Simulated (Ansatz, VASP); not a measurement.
**CoCl2 in two plane-wave programs**

One calculation is typed for both programs; each brings its own data sets. How far apart do they land? The cell is taken from a series of runs on this material, whose earlier steps may have relaxed, scaled, displaced or heated it; both programs get it as it stands.

Program: Ansatz 0.2.0. Level of theory: plane waves, with VASP 6.6.1 beside it; PBEsol, DFT+U. Results are calculated unless marked as measured.

## Step 1: The starting structure

Symmetry: P-3m1, No. 164, trigonal system. Conventional cell: a = 3.540 Å, b = 3.540 Å, c = 5.973 Å, α = 90.00°, β = 90.00°, γ = 120.00°. Co has 6 Cl at 2.44 Å nearest. Nearest to Cl lie 3 Co at 2.44 Å. Farther neighbours and most contacts between anions are not listed.

## Step 2: Ansatz: single point, PBEsol, DFT+U

Ansatz runs on its default PAW (the set named soft_2) files.

With cell and atoms fixed, the geometry can't cause a difference; cores, projectors, grids and the points listed under the comparison can.

input.yaml reads:

```yaml
crystal:
  lattice:
    - [3.5400119547, 0.0, 0.0]
    - [-3.5400119546, 6.1314805648, 0.0]
    - [-1.7700059773, 3.0657402824, 5.97250627]
  atoms:
    - { symbol: Co, position: [0.0, 0.0, 0.0], spin: 3.0 }
    - { symbol: Co, position: [0.0, 0.5, 0.0], spin: -3.0 }
    - { symbol: Cl, position: [0.66666667, 0.777539105, 0.77825512] }
    - { symbol: Cl, position: [0.66666667, 0.277539105, 0.77825512] }
    - { symbol: Cl, position: [0.33333333, 0.222460895, 0.22174488] }
    - { symbol: Cl, position: [0.33333333, 0.722460895, 0.22174488] }
magnetization:
  spin_polarized: true
kpoints:
  mp_grid: { grid: [10, 5, 10] }
hamiltonian:
  xc: pbesol
  hubbard:
    occupation_matrices:
      a0_more:
        matrix:
          - [0.998, 0.0, 0.0, 0.0, 0.0]
          - [0.0, 0.9964, 0.0, 0.0, 0.0001]
          - [0.0, 0.0, 0.9964, 0.0001, 0.0]
          - [0.0, 0.0, 0.0001, 0.9961, 0.0]
          - [0.0, 0.0001, 0.0, 0.0, 0.9961]
      a0_less:
        matrix:
          - [0.046, 0.0, 0.0, 0.0, 0.0]
          - [0.0, 0.6218, 0.0, 0.0, -0.3955]
          - [0.0, 0.0, 0.6218, -0.3955, 0.0]
          - [0.0, 0.0, -0.3955, 0.5579, 0.0]
          - [0.0, -0.3955, 0.0, 0.0, 0.5579]
    sites:
      - { site: 0, l: d, u_eff: 2.1, starting_ns: [{ spin: up, occupation_matrix: a0_more }, { spin: down, occupation_matrix: a0_less }] }
      - { site: 1, l: d, u_eff: 2.1, starting_ns: [{ spin: up, occupation_matrix: a0_less }, { spin: down, occupation_matrix: a0_more }] }
scf:
  occupations: { method: fermi_dirac, width: 0.02 }
  lower_state_search: "off"
checkpoint:
  write: ground.run
  compress: false
  write_wavefunctions: false
  write_every: 100000
```

On the command line:

```bash
$ ansatz run input.yaml --threads 2 --pin off --max-ram 5120MiB --backend cpu --events-out ev --progress --plain --runs-dir out
```

Numbers of over 12 decimals in the logs are rounded to 6 here.

The program printed:

```text
Co: projections on atomic orbitals take those of the free atom [Ne] 3s2 3p6 3d7 4s2, of charge +0.00 (hamiltonian.pseudopotentials.projection_atoms); the dataset's partial waves leave at most 1.4e-6 of an orbital's norm unspanned inside its sphere
Cl: projections on atomic orbitals take those of the free atom [Ne] 3s2 3p5, of charge +0.00 (hamiltonian.pseudopotentials.projection_atoms); the dataset's partial waves leave at most 2.1e-7 of an orbital's norm unspanned inside its sphere
Engine: ansatz 0.2.0, aarch64-unknown-linux-gnu
Pseudopotentials: kind: paw
Pseudopotential: Co, paw, valence charge 17, recommended cutoff 420 eV (normal), Co.paw.azcp
Pseudopotential: Cl, paw, valence charge 7, recommended cutoff 420 eV (normal), Cl.paw.azcp
Functional definition: PBEsol
  exchange = pbesol_x
  correlation = pbesol_c
Crystal: 6 atoms, lattice volume = 129.636 Å³
Basis set: ecut = 420 eV, 2561 PW (Γ)
Bands: 41, of which v1, the nominal top of the filled ones, is band 31 counted from 1 (30 counted from 0)
Symmetry: 4 space group operations
Space group: C2/m (ITA 12), of the structure as read, at distance tolerance 5.1e-5 Å
Magnetic group: BNS 12.63 (UNI 70), of the structure as read, at distance tolerance 5.1e-5 Å
k-points: 141 of 500
Non-local potential: Co, projectors of the file, l = 0: 3, l = 1: 2, l = 2: 3, l = 3: 1
Non-local potential: Cl, projectors of the file, l = 0: 2, l = 1: 2, l = 2: 2
PAW form: soft (Blöchl's): semilocal exchange-correlation on the pseudo side does not see the compensation charge
PAW frozen core: Co, regenerated for the run's functional, and the local potential with it (the file was generated under x = pbe(κ = 0.804, μ = 0.219515), c = pbe(β = 0.066725))
PAW frozen core: Cl, regenerated for the run's functional, and the local potential with it (the file was generated under x = pbe(κ = 0.804, μ = 0.219515), c = pbe(β = 0.066725))
PAW one-centre angular grid: Co, 590 points (default); XC on 64 Gauss nodes
PAW one-centre angular grid: Cl, 110 points (default); XC on 64 Gauss nodes
Initial density: superposition of atomic densities (chi_scale 0.1, normalization cell, long waves kept (reshape's long-wave potential 0.26 eV rms))
Starting moments: Σ|m| = 6 μB on 2 of 6 sites
Starting magnetic order: antiferromagnet; a translation exchanges its spin sublattices: spin-degenerate at every k-point
Initial wavefunctions: pseudopotential atomic-orbital guess
Functional: x = pbesol(κ = 0.804, μ = 0.123457), c = pbesol(β = 0.046)
SCF iter   1: F=—  HF=-14453.092165 eV  |F-HF|=—  |Δ(HF+E_count)|=         —  Δρ=2.51e-1 (↑2.51e-1 ↓2.51e-1)  dr2=2.20e2  dr2_m=2.55e1  M=0.000 μB ∫|m|=1.154 μB  β_m=0.30  ethr=3.10e-3  ⟨swp⟩=7.6  Hψ=24084  notcnv=0  defer=3
preconditioner: auto → Kerker (q_TF=auto, 2.413 Å⁻¹)  [metal: Δε(μ)=0.005 eV  Ē_g=11.657 eV  σ=0.020 eV  W_gap=0.06  n_scr=38 (ndim 8)  ℏωp=22.1 eV  f_vac=0.126  D(μ)=10.48/eV (n_scr^D=134)]
spin=Collinear: Kerker preconditioning applied to the charge; magnetization (m = ρ↑ − ρ↓) channel mixes plain (no charge-response kernel on spin).
SCF iter   2: F=—  HF=-14433.929338 eV  |F-HF|=—  |Δ(HF+E_count)|=    1.92e1  Δρ=8.91e-2 (↑8.91e-2 ↓8.91e-2)  dr2=1.22e1  dr2_m=2.28e0  M=0.000 μB ∫|m|=5.657 μB  β_m=1.00  ethr=3.10e-3  ⟨swp⟩=4.0  Hψ=16081  notcnv=0  defer=345
preconditioner: auto → Resta (q_TF=auto, 2.413 Å⁻¹)  ε∞=5.3  [insulator: Δε(μ)=1.271 eV  Ē_g=10.653 eV  σ=0.020 eV  W_gap=1.00  n_scr=38 (ndim 8)  ℏωp=22.1 eV  f_vac=0.088  D(μ)=0.00/eV (n_scr^D=0)  ε∞_Penn≈5.3]
spin=Collinear: Resta preconditioning applied to the charge; magnetization (m = ρ↑ − ρ↓) channel mixes plain (no charge-response kernel on spin).
SCF iter   3: F=—  HF=-14430.722033 eV  |F-HF|=—  |Δ(HF+E_count)|=    3.21e0  Δρ=3.52e-2 (↑3.52e-2 ↓3.52e-2)  dr2=2.66e0  dr2_m=6.53e-3  M=0.000 μB ∫|m|=5.642 μB  β_m=1.00  ethr=3.10e-3  ⟨swp⟩=3.1  Hψ=12856  notcnv=0  defer=469
SCF iter   4: F=—  HF=-14430.806244 eV  |F-HF|=—  |Δ(HF+E_count)|=   8.42e-2  Δρ=1.22e-2 (↑1.22e-2 ↓1.22e-2)  dr2=7.42e-1  dr2_m=1.30e-2  M=0.000 μB ∫|m|=5.550 μB  β_m=0.30  ethr=3.10e-3  ⟨swp⟩=3.0  Hψ=12612  notcnv=0  defer=475
Mixer restart at iter 4: flushing history
spin-set hold released at iteration 4 (site moments contracting): the magnetisation degrees of freedom join the quasi-Newton model from the next iteration; the mixer history was flushed
SCF iter   5: F=—  HF=-14430.917850 eV  |F-HF|=—  |Δ(HF+E_count)|=   1.12e-1  Δρ=8.66e-3 (↑8.66e-3 ↓8.66e-3)  dr2=1.78e-1  dr2_m=2.09e-2  M=0.000 μB ∫|m|=5.676 μB  β_m=0.39  ethr=1.20e-3  ⟨swp⟩=3.0  Hψ=8890  notcnv=0  defer=477
SCF iter   6: F=—  HF=-14431.111790 eV  |F-HF|=—  |Δ(HF+E_count)|=   1.94e-1  Δρ=5.92e-3 (↑5.92e-3 ↓5.92e-3)  dr2=8.72e-2  dr2_m=1.23e-2  M=0.000 μB ∫|m|=5.683 μB  β_m=0.61  ethr=2.87e-4  ⟨swp⟩=2.1  Hψ=7700  notcnv=0  defer=466
SCF iter   7: F=—  HF=-14431.244979 eV  |F-HF|=—  |Δ(HF+E_count)|=   1.33e-1  Δρ=1.44e-3 (↑1.44e-3 ↓1.44e-3)  dr2=7.89e-3  dr2_m=9.85e-4  M=0.000 μB ∫|m|=5.697 μB  β_m=0.80  ethr=1.41e-4  ⟨swp⟩=2.0  Hψ=10543  notcnv=0  defer=466
SCF iter   8: F=—  HF=-14431.248871 eV  |F-HF|=—  |Δ(HF+E_count)|=   3.89e-3  Δρ=6.64e-4 (↑6.64e-4 ↓6.64e-4)  dr2=2.08e-3  dr2_m=5.80e-5  M=0.000 μB ∫|m|=5.694 μB  β_m=0.90  ethr=1.27e-5  ⟨swp⟩=2.0  Hψ=8963  notcnv=0  defer=466
SCF iter   9: F=—  HF=-14431.249718 eV  |F-HF|=—  |Δ(HF+E_count)|=   8.47e-4  Δρ=1.53e-4 (↑1.53e-4 ↓1.53e-4)  dr2=1.14e-4  dr2_m=5.14e-6  M=0.000 μB ∫|m|=5.696 μB  β_m=0.93  ethr=3.36e-6  ⟨swp⟩=2.0  Hψ=8715  notcnv=0  defer=466
SCF iter  10: F=—  HF=-14431.249783 eV  |F-HF|=—  |Δ(HF+E_count)|=   6.51e-5  Δρ=6.42e-5 (↑6.42e-5 ↓6.42e-5)  dr2=1.06e-5  dr2_m=5.19e-7  M=0.000 μB ∫|m|=5.697 μB  β_m=0.96  ethr=1.84e-7  ⟨swp⟩=2.0  Hψ=9741  notcnv=0  defer=466
SCF iter  11: F=—  HF=-14431.249781 eV  |F-HF|=—  |Δ(HF+E_count)|=   2.44e-6  Δρ=2.13e-5 (↑2.13e-5 ↓2.13e-5)  dr2=8.63e-7  dr2_m=2.27e-7  M=0.000 μB ∫|m|=5.697 μB  β_m=0.98  ethr=1.71e-8  ⟨swp⟩=2.0  Hψ=8073  notcnv=0  defer=466
SCF iter  12: F=—  HF=-14431.249783 eV  |F-HF|=—  |Δ(HF+E_count)|=   2.69e-6  Δρ=1.70e-5 (↑1.70e-5 ↓1.70e-5)  dr2=2.60e-7  dr2_m=1.54e-7  M=0.000 μB ∫|m|=5.697 μB  β_m=0.99  ethr=1.39e-9  ⟨swp⟩=2.0  Hψ=8943  notcnv=0  defer=466
SCF iter  13: F=—  HF=-14431.249785 eV  |F-HF|=—  |Δ(HF+E_count)|=   2.12e-6  Δρ=1.41e-5 (↑1.41e-5 ↓1.41e-5)  dr2=2.04e-7  dr2_m=1.03e-7  M=0.000 μB ∫|m|=5.697 μB  β_m=1.00  ethr=1.61e-10  ⟨swp⟩=3.0  Hψ=15085  notcnv=0
SCF iter  14: F=—  HF=-14431.249787 eV  |F-HF|=—  |Δ(HF+E_count)|=   1.94e-6  Δρ=1.05e-5 (↑1.05e-5 ↓1.05e-5)  dr2=8.87e-8  dr2_m=6.15e-8  M=0.000 μB ∫|m|=5.696 μB  β_m=1.00  ethr=1.61e-10  ⟨swp⟩=1.0  Hψ=16031  notcnv=0
SCF iter  15: F=—  HF=-14431.249790 eV  |F-HF|=—  |Δ(HF+E_count)|=   2.57e-6  Δρ=1.01e-5 (↑1.01e-5 ↓1.01e-5)  dr2=3.06e-7  dr2_m=1.00e-8  M=0.000 μB ∫|m|=5.696 μB  β_m=0.90  ethr=1.43e-10  ⟨swp⟩=3.9  Hψ=15687  notcnv=0
SCF iter  16: F=-14431.249790 eV  HF=-14431.249790 eV  |F-HF|=1.47e-9  |Δ(HF+E_count)|=   2.35e-8  Δρ=8.82e-7 (↑8.82e-7 ↓8.82e-7)  dr2=3.62e-9  dr2_m=5.01e-11  M=0.000 μB ∫|m|=5.696 μB  ethr=1.43e-10  ⟨swp⟩=1.0  Hψ=16031  notcnv=0
SCF 1 converged in 16 iterations: F = -14431.249790 eV  dr2 = 3.62e-9
  greatest PAW one-centre occupation: 1.003 electrons in one spin orbital (limit 2), on the Co atom at site 1 (counted from 0), in its partial waves of l = 1
SCF converged after 16 iterations
Magnetization: 0.0000 μB (31.0000 up, 31.0000 down)
Absolute magnetization: 5.6914 μB (∫|ρ↑−ρ↓|, with the PAW one-centre terms)
Spin contamination: 2.9933 ħ² per cell (⟨S²⟩ above its minimum at these occupations)
Per-site moments (μB) at R_I (Å): [(2.550874, 1.004604), (-2.550874, 1.004604), (-0.047856, 1.004604), (0.047856, 1.004604), (-0.047856, 1.004604), (0.047856, 1.004604)]
Free energy (F): -14431.249790 eV
Harris-Foulkes:  -14431.249790 eV  (|F-HF|=1.47e-9)
Internal energy: -14431.249790 eV  (E = F + TS)
E sigma→0 (E₀):  -14431.249790 eV
Fermi energy:    5.179088 eV
--- Per-component energies (eV) ---
  E_band       = -1016.207991
  E_kinetic    = 1526.586993
  E_local      = -11157.989914  (includes V_loc(G=0)·N_el)
  E_nonlocal   = 1048.801934
  E_hartree    = 4715.881810
  E_xc         = -729.227199
  E_vxc        = -880.985249  (∫ρ·V_xc dr)
  E_hubbard    = 0.827829  (on-site DFT+U / exact-exchange correction)
  E_vhub       = -13.857618  (the Hubbard potential's part of the band-sum identity)
  E_paw        = -5538.936706  (= ΣΔE_a)
  E_vpaw       = -970.528837  (= ΣTr[D̂ρ^β])
  E_aug_tail   = 0.000507  (compensation charges beyond the density's cutoff)
  E_ewald      = -4297.885611
  E_core_change = 0.690567  (= ΣΔE_core)
  E_smearing   = -0.000000  (= −TS)
  E_closure    = 0.000000  (closes the sum)
  Σ components = -14431.249790   (vs F -14431.249790, Δ=0.00e0)
--- Specified on-site occupations, and those of the state reported ---
  electrons in the specified blocks: 14.7768 specified, 14.7745 found
  site 0 (l=d) ↓: largest change of an orbital's occupation 0.0130; electrons 2.4054 specified, 2.4062 found; spectral distance 0.0075
  site 1 (l=d) ↑: largest change of an orbital's occupation 0.0130; electrons 2.4054 specified, 2.4062 found; spectral distance 0.0075
  site 0 (l=d) ↑: largest change of an orbital's occupation 0.0014; electrons 4.9830 specified, 4.9811 found; spectral distance 0.0013
  site 1 (l=d) ↓: largest change of an orbital's occupation 0.0014; electrons 4.9830 specified, 4.9811 found; spectral distance 0.0013
Occupation matrices written to <dir>
```

(Continued in part 2 of 2.)

[Lines on the potential files, build, host, timing and source positions are cut from VASP's logs without a mark.]

[Logs are printed without paths, hosts, clocks, repeated set-up lines and the standing remarks that a program may print on its own settings, such as how far it seeks lower states.]

[Hosts, paths, dates, database ids (printed as entryN), source tags and the programs' standing remarks are cut or masked in the printed files.]
